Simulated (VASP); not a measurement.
# A VASP study of Titanium (LDA): structure first, properties next, part 4 of 5

Aim: relax Titanium with LDA, compute its properties on that cell and hold them against experiment. Left out of this account: 1 further run (relaxation: it shows nothing beyond the runs told). The start is a cell from a database of measured crystal structures.

VASP 6.6.1; LDA; plane waves and PAW (Ti_sv).

Still holding for the runs below: The k-mesh is coarse for a metal.

So far. Step 10 (Volume scan with LDA, volume scale 1): The run ends at a pressure of 0.03 GPa.

**11. Volume scan with LDA, volume scale 1.02**

INCAR

```
SYSTEM = Ti
PREC = Accurate
ENCUT = 400
EDIFF = 1E-06
NELM = 100
ISMEAR = 1
SIGMA = 0.2
LREAL = .FALSE.
ALGO = Normal
GGA = CA
NBANDS = 18
LASPH = .TRUE.
LORBIT = 11
LWAVE = .FALSE.
LCHARG = .FALSE.
KPAR = 2
ISIF = 2
```

POSCAR

```
Ti
1.0
    2.8789132728      0.0000000000      0.0000000000
   -1.4394566363      2.4932120296      0.0000000000
    0.0000000000      0.0000000000      4.5402111662
Ti
2
Direct
    0.3333333333      0.6666666667      0.2500000000
    0.6666666667      0.3333333333      0.7500000000
```

KPOINTS

```
Automatic mesh
0
Gamma
8 8 4
0 0 0
```

PAW data sets: Ti_sv (LDA family, release 64).

The run is started by

```console
> mpirun -np 2 vasp_std
```

The program printed:

```text
[... set-up lines as in an earlier step ...]
 entering main loop
       N       E                     dE             d eps       ncg     rms          rms(c)
DAV:   1     0.229966149531E+03    0.22997E+03   -0.11428E+04  1080   0.143E+03
DAV:   2     0.877937332728E+01   -0.22119E+03   -0.21802E+03  1096   0.413E+02
DAV:   3    -0.181226500925E+02   -0.26902E+02   -0.26672E+02  2060   0.120E+02
DAV:   4    -0.190286185890E+02   -0.90597E+00   -0.90561E+00  1242   0.231E+01
[...]
DAV:  11    -0.170980295628E+02   -0.24696E-04   -0.17423E-04  1258   0.110E-01    0.341E-02
DAV:  12    -0.170980198288E+02    0.97340E-05   -0.40446E-05  1322   0.514E-02    0.300E-03
DAV:  13    -0.170980203689E+02   -0.54011E-06   -0.93982E-07   788   0.910E-03
   1 F= -.17098020E+02 E0= -.17102613E+02  d E =0.137779E-01
```

It took 7.2 s on 2 MPI ranks of AMD EPYC 7R43, shared host; peak memory 0.18 GiB; 13 s of CPU time.

Parts of OUTCAR (step 11):

```text
  Total       -0.4959394     -0.4959394     -0.5193801     -0.0000000     -0.0000000      0.0000000
  in kB      -24.3823396    -24.3823396    -25.5347762     -0.0000000     -0.0000000      0.0000000
  external PRESSURE =     -24.7664851 kB  Pullay stress =       0.0000000 kB

 POSITION                                       TOTAL-FORCE (eV/Angst)
 -----------------------------------------------------------------------------------
     -0.00000      1.66214      1.13505        -0.000000      0.000000      0.000000
      1.43946      0.83107      3.40516         0.000000     -0.000000      0.000000
 -----------------------------------------------------------------------------------
    total drift:                               -0.000000      0.000000     -0.000000

  FREE ENERGIE OF THE ION-ELECTRON SYSTEM (eV)
  ---------------------------------------------------
  free  energy   TOTEN  =       -17.0980203689 eV

  energy  without entropy=      -17.1117982272  energy(sigma->0) =      -17.10261299

[... 1 part as in an earlier step ...]

[... 2 further parts left out ...]
[key lines of the parts left out:]
E-fermi :   8.8417
```

The pressure falls from 0.03 to -2.48 GPa.

The run ends at a pressure of -2.48 GPa.

**12. Volume scan with LDA, volume scale 1.04**

INCAR is that of step 11.

POSCAR

```
Ti
1.0
    2.8976080386      0.0000000000      0.0000000000
   -1.4488040193      2.5094021718      0.0000000000
    0.0000000000      0.0000000000      4.5696938830
Ti
2
Direct
    0.3333333333      0.6666666667      0.2500000000
    0.6666666667      0.3333333333      0.7500000000
```

KPOINTS is that of step 11.

The run is started by

```console
> mpirun -np 2 vasp_std
```

The program printed:

```text
[... set-up lines as in an earlier step ...]
 entering main loop
       N       E                     dE             d eps       ncg     rms          rms(c)
DAV:   1     0.229749799945E+03    0.22975E+03   -0.11448E+04  1080   0.141E+03
DAV:   2     0.875150849120E+01   -0.22100E+03   -0.21803E+03  1102   0.410E+02
DAV:   3    -0.181715267991E+02   -0.26923E+02   -0.26664E+02  2056   0.119E+02
DAV:   4    -0.190814277138E+02   -0.90990E+00   -0.90955E+00  1208   0.230E+01
[...]
DAV:  11    -0.170868295791E+02   -0.31458E-04   -0.18409E-04  1290   0.108E-01    0.344E-02
DAV:  12    -0.170868204933E+02    0.90859E-05   -0.39874E-05  1276   0.517E-02    0.221E-03
DAV:  13    -0.170868210126E+02   -0.51934E-06   -0.93708E-07   832   0.862E-03
   1 F= -.17086821E+02 E0= -.17091488E+02  d E =0.140019E-01
```

Run time: 7 s. Hardware: 2 MPI ranks; peak memory 0.18 GiB.

OUTCAR, selected parts (step 12):

```text
  Total       -0.9723190     -0.9723190     -1.0123515      0.0000000     -0.0000000     -0.0000000
  in kB      -46.8837485    -46.8837485    -48.8140543      0.0000000     -0.0000000     -0.0000000
  external PRESSURE =     -47.5271838 kB  Pullay stress =       0.0000000 kB

 POSITION                                       TOTAL-FORCE (eV/Angst)
 -----------------------------------------------------------------------------------
     -0.00000      1.67293      1.14242         0.000000      0.000000      0.000000
      1.44880      0.83647      3.42727        -0.000000     -0.000000      0.000000
 -----------------------------------------------------------------------------------
    total drift:                                0.000000     -0.000000      0.000000

  FREE ENERGIE OF THE ION-ELECTRON SYSTEM (eV)
  ---------------------------------------------------
  free  energy   TOTEN  =       -17.0868210126 eV

  energy  without entropy=      -17.1008228801  energy(sigma->0) =      -17.09148830

[... 1 part as in an earlier step ...]

[... 2 further parts left out ...]
[key lines of the parts left out:]
E-fermi :   8.6245
```

The pressure falls from -2.48 to -4.75 GPa.

The run ends at a pressure of -4.75 GPa.

**13. Volume scan with LDA, volume scale 1.06**

INCAR is that of step 12.

POSCAR

```
Ti
1.0
    2.9160646384      0.0000000000      0.0000000000
   -1.4580323191      2.5253860560      0.0000000000
    0.0000000000      0.0000000000      4.5988009982
Ti
2
Direct
    0.3333333333      0.6666666667      0.2500000000
    0.6666666667      0.3333333333      0.7500000000
```

KPOINTS is that of step 12.

The run is started by

```console
> mpirun -np 2 vasp_std
```

The program printed:

```text
[... set-up lines as in an earlier step ...]
 entering main loop
       N       E                     dE             d eps       ncg     rms          rms(c)
DAV:   1     0.229218508060E+03    0.22922E+03   -0.11472E+04  1080   0.140E+03
DAV:   2     0.868705755065E+01   -0.22053E+03   -0.21764E+03  1118   0.412E+02
DAV:   3    -0.181358138737E+02   -0.26823E+02   -0.26560E+02  2054   0.118E+02
DAV:   4    -0.191169408817E+02   -0.98113E+00   -0.98078E+00  1238   0.234E+01
[...]
DAV:  11    -0.170668492497E+02   -0.38018E-04   -0.19371E-04  1268   0.107E-01    0.316E-02
DAV:  12    -0.170668413605E+02    0.78892E-05   -0.32217E-05  1314   0.445E-02    0.426E-03
DAV:  13    -0.170668416158E+02   -0.25524E-06   -0.12177E-06   878   0.108E-02
   1 F= -.17066842E+02 E0= -.17071557E+02  d E =0.141461E-01
```

Run time: 11 s. Hardware: 2 MPI ranks; peak memory 0.18 GiB; 21 s of CPU time.

From OUTCAR (step 13):

```text
  Total       -1.4253169     -1.4253169     -1.4780743     -0.0000000     -0.0000000      0.0000000
  in kB      -67.4298959    -67.4298959    -69.9257800     -0.0000000     -0.0000000      0.0000000
  external PRESSURE =     -68.2618573 kB  Pullay stress =       0.0000000 kB

 POSITION                                       TOTAL-FORCE (eV/Angst)
 -----------------------------------------------------------------------------------
     -0.00000      1.68359      1.14970         0.000000      0.000000      0.000000
      1.45803      0.84180      3.44910        -0.000000      0.000000      0.000000
 -----------------------------------------------------------------------------------
    total drift:                               -0.000000      0.000000     -0.000000

  FREE ENERGIE OF THE ION-ELECTRON SYSTEM (eV)
  ---------------------------------------------------
  free  energy   TOTEN  =       -17.0668416158 eV

  energy  without entropy=      -17.0809876863  energy(sigma->0) =      -17.07155697

[... 1 part as in an earlier step ...]

[... 2 further parts left out ...]
[key lines of the parts left out:]
E-fermi :   8.4141
```

The pressure falls from -4.75 to -6.83 GPa.

The run ends at a pressure of -6.83 GPa.

**14. Fit for LDA**

This step: Birch-Murnaghan fit, LDA; plane waves and PAW (VASP 6.6.1).

Derived from the runs above.

This step gave:

| Quantity | Value |
| --- | --- |
| pressure derivative of the bulk modulus | 3.256 |
| r.m.s. error of the fit | 4.10e-5 eV/atom |
| minimum inside the sampled range | yes |
| bulk modulus | 131.4 GPa |
| equilibrium volume of the fit | 16.10 Å³/atom |

The energy above the fitted minimum by volume:

```tsv
volume (Å³/atom)	energy above the fitted minimum (eV/atom)
15.016	0.0329
15.336	0.0159
15.655	0.00518
15.975	3.3e-4
16.294	9.7e-4
16.614	0.00653
16.933	0.0165
```

The fitted volume lies +0.77 % from the relaxed one. At a finite cutoff and mesh the minimum of the energy and the zero of the stress don't quite coincide, and the relaxation stops at a threshold.

**15. Volume scan with LDA, volume scale 0.94 (run 2)**

This step: LDA; plane waves and PAW (Ti_sv) (VASP 6.6.1).

INCAR is that of step 13.

POSCAR

```
Ti
1.0
    2.8015893377      0.0000000000      0.0000000000
   -1.4007946688      2.4262475375      0.0000000000
    0.0000000000      0.0000000000      4.4182668907
Ti
2
Direct
    0.3333333333      0.6666666667      0.2500000000
    0.6666666667      0.3333333333      0.7500000000
```

KPOINTS is that of step 13.

The run is started by

```console
> mpirun -np 2 vasp_std
```

The program printed:

```text
[... set-up lines as in an earlier step ...]
 entering main loop
       N       E                     dE             d eps       ncg     rms          rms(c)
[... 13 cycles as in an earlier step ...]
   1 F= -.17034994E+02 E0= -.17038842E+02  d E =0.115424E-01
```

Run time: 9 s. Hardware: 2 MPI ranks; peak memory 0.18 GiB.

OUTCAR, selected parts (step 15):

```text
[... 6 parts as in an earlier step ...]

[... 1 further part left out ...]
[key lines of the parts left out:]
E-fermi :   9.7856
```

The pressure here is 9.07 GPa.

The run ends at a pressure of 9.07 GPa.

**16. Volume scan with LDA, volume scale 0.96 (run 2)**

INCAR is that of step 15.

POSCAR

```
Ti
1.0
    2.8213194901      0.0000000000      0.0000000000
   -1.4106597450      2.4433343508      0.0000000000
    0.0000000000      0.0000000000      4.4493824714
Ti
2
Direct
    0.3333333333      0.6666666667      0.2500000000
    0.6666666667      0.3333333333      0.7500000000
```

KPOINTS is that of step 15.

The run is started by

```console
> mpirun -np 2 vasp_std
```

The program printed:

```text
[... set-up lines as in an earlier step ...]
 entering main loop
       N       E                     dE             d eps       ncg     rms          rms(c)
[... 13 cycles as in an earlier step ...]
   1 F= -.17068602E+02 E0= -.17072723E+02  d E =0.123623E-01
```

Run time: 7.8 s. Hardware: 2 MPI ranks; peak memory 0.17 GiB.

OUTCAR, selected parts (step 16):

```text
[... 6 parts as in an earlier step ...]

[... 1 further part left out ...]
[key lines of the parts left out:]
E-fermi :   9.5374
```

The pressure falls from 9.07 to 5.78 GPa.

The run ends at a pressure of 5.78 GPa.

**17. Volume scan with LDA, volume scale 0.98 (run 2)**

INCAR is that of step 16.

POSCAR

```
Ti
1.0
    2.8407774808      0.0000000000      0.0000000000
   -1.4203887403      2.4601854650      0.0000000000
    0.0000000000      0.0000000000      4.4800688374
Ti
2
Direct
    0.3333333333      0.6666666667      0.2500000000
    0.6666666667      0.3333333333      0.7500000000
```

KPOINTS is that of step 16.

The run is started by

```console
> mpirun -np 2 vasp_std
```

The program printed:

```text
[... set-up lines as in an earlier step ...]
 entering main loop
       N       E                     dE             d eps       ncg     rms          rms(c)
[... 13 cycles as in an earlier step ...]
   1 F= -.17089850E+02 E0= -.17094179E+02  d E =0.129864E-01
```

It took 8.8 s on 2 MPI ranks; peak memory 0.18 GiB; 16 s of CPU time.

From OUTCAR (step 17):

```text
[... 6 parts as in an earlier step ...]

[... 1 further part left out ...]
[key lines of the parts left out:]
E-fermi :   9.2977
```

The pressure falls from 5.78 to 2.77 GPa.

The run ends at a pressure of 2.77 GPa.

**18. Volume scan with LDA, volume scale 1 (run 2)**

INCAR is that of step 17.

POSCAR

```
Ti
1.0
    2.8599725055      0.0000000000      0.0000000000
   -1.4299862527      2.4768088440      0.0000000000
    0.0000000000      0.0000000000      4.5103404911
Ti
2
Direct
    0.3333333333      0.6666666667      0.2500000000
    0.6666666667      0.3333333333      0.7500000000
```

KPOINTS is that of step 17.

The run is started by

```console
> mpirun -np 2 vasp_std
```

The program printed:

```text
[... set-up lines as in an earlier step ...]
 entering main loop
       N       E                     dE             d eps       ncg     rms          rms(c)
[... 13 cycles as in an earlier step ...]
   1 F= -.17099394E+02 E0= -.17103879E+02  d E =0.134550E-01
```

Elapsed: 12 s, on 2 MPI ranks; peak memory 0.18 GiB; 23 s of CPU time.

From OUTCAR (step 18):

```text
[... 6 parts as in an earlier step ...]

[... 1 further part left out ...]
[key lines of the parts left out:]
E-fermi :   9.0659
```

The pressure falls from 2.77 to 0.03 GPa.

The run ends at a pressure of 0.03 GPa.

**19. Volume scan with LDA, volume scale 1.02 (run 2)**

INCAR is that of step 18.

POSCAR

```
Ti
1.0
    2.8789132728      0.0000000000      0.0000000000
   -1.4394566363      2.4932120296      0.0000000000
    0.0000000000      0.0000000000      4.5402111662
Ti
2
Direct
    0.3333333333      0.6666666667      0.2500000000
    0.6666666667      0.3333333333      0.7500000000
```

KPOINTS is that of step 18.

The run is started by

```console
> mpirun -np 2 vasp_std
```

The program printed:

```text
[... set-up lines as in an earlier step ...]
 entering main loop
       N       E                     dE             d eps       ncg     rms          rms(c)
[... 13 cycles as in an earlier step ...]
   1 F= -.17098020E+02 E0= -.17102613E+02  d E =0.137779E-01
```

Wall time 13 s (2 MPI ranks); peak memory 0.17 GiB.

Parts of OUTCAR (step 19):

```text
[... 6 parts as in an earlier step ...]

[... 1 further part left out ...]
[key lines of the parts left out:]
E-fermi :   8.8417
```

The pressure falls from 0.03 to -2.48 GPa.

The run ends at a pressure of -2.48 GPa.

**20. Volume scan with LDA, volume scale 1.04 (run 2)**

INCAR is that of step 19.

POSCAR

```
Ti
1.0
    2.8976080386      0.0000000000      0.0000000000
   -1.4488040193      2.5094021718      0.0000000000
    0.0000000000      0.0000000000      4.5696938830
Ti
2
Direct
    0.3333333333      0.6666666667      0.2500000000
    0.6666666667      0.3333333333      0.7500000000
```

KPOINTS is that of step 19.

The run is started by

```console
> mpirun -np 2 vasp_std
```

The program printed:

```text
[... set-up lines as in an earlier step ...]
 entering main loop
       N       E                     dE             d eps       ncg     rms          rms(c)
[... 13 cycles as in an earlier step ...]
   1 F= -.17086821E+02 E0= -.17091488E+02  d E =0.140019E-01
```

Run time: 12 s. Hardware: 2 MPI ranks; peak memory 0.18 GiB.

Parts of OUTCAR (step 20):

```text
[... 6 parts as in an earlier step ...]

[... 1 further part left out ...]
[key lines of the parts left out:]
E-fermi :   8.6245
```

The pressure falls from -2.48 to -4.75 GPa.

The run ends at a pressure of -4.75 GPa.

**21. Volume scan with LDA, volume scale 1.06 (run 2)**

INCAR is that of step 20.

POSCAR

```
Ti
1.0
    2.9160646384      0.0000000000      0.0000000000
   -1.4580323191      2.5253860560      0.0000000000
    0.0000000000      0.0000000000      4.5988009982
Ti
2
Direct
    0.3333333333      0.6666666667      0.2500000000
    0.6666666667      0.3333333333      0.7500000000
```

KPOINTS is that of step 20.

The run is started by

```console
> mpirun -np 2 vasp_std
```

The program printed:

```text
[... set-up lines as in an earlier step ...]
 entering main loop
       N       E                     dE             d eps       ncg     rms          rms(c)
[... 13 cycles as in an earlier step ...]
   1 F= -.17066842E+02 E0= -.17071557E+02  d E =0.141461E-01
```

The job ended after 11 s (2 MPI ranks; peak memory 0.18 GiB).

OUTCAR, selected parts (step 21):

```text
[... 6 parts as in an earlier step ...]

[... 1 further part left out ...]
[key lines of the parts left out:]
E-fermi :   8.4141
```

The pressure falls from -4.75 to -6.83 GPa.

The run ends at a pressure of -6.83 GPa.

**22. The series together**

Times are for 2 MPI ranks of AMD EPYC 7R43, shared host. The series side by side:

```tsv
no.	volume scale	energy above the lowest point (meV/atom)	pressure (GPa)	time	memory (GiB)
1	0.94	32.52	9.071	6.4 s	0.17
2	0.94	32.52	9.071	9 s	0.18
3	0.96	15.58	5.783	6.6 s	0.18
4	0.96	15.58	5.783	7.8 s	0.17
5	0.98	4.85	2.775	7.2 s	0.18
6	0.98	4.85	2.775	8.8 s	0.18
7	1	0	0.03208	8.4 s	0.17
8	1	0	0.03208	12 s	0.18
9	1.02	0.63	-2.477	7.2 s	0.18
10	1.02	0.63	-2.477	13 s	0.17
11	1.04	6.2	-4.753	7 s	0.18
12	1.04	6.2	-4.753	12 s	0.18
13	1.06	16.16	-6.826	11 s	0.18
14	1.06	16.16	-6.826	11 s	0.18
```

**23. Fit for LDA**

This step: Birch-Murnaghan fit, LDA; plane waves and PAW (VASP 6.6.1).

This step runs nothing: it gathers the runs above.

Energy above the fitted minimum against volume:

```tsv
volume (Å³/atom)	energy above the fitted minimum (eV/atom)
15.016	0.0329
15.336	0.0159
15.655	0.00518
15.975	3.3e-4
16.294	9.7e-4
16.614	0.00653
16.933	0.0165
```

The fitted volume lies +0.77 % from the relaxed one. At a finite cutoff and mesh the minimum of the energy and the zero of the stress don't quite coincide, and the relaxation stops at a threshold.

(Continued in part 5 of 5.)

[Lines on the potential files, build, host, timing and source positions are cut from VASP's logs without a mark.]

[Logs are printed without paths, hosts, clocks, repeated set-up lines and the standing remarks that a program may print on its own settings, such as how far it seeks lower states.]

[Hosts, paths, dates, database ids (printed as entryN), source tags and the programs' standing remarks are cut or masked in the printed files.]

[A measured line is paired with the nearest computed mode of its activity, which favours agreement.]
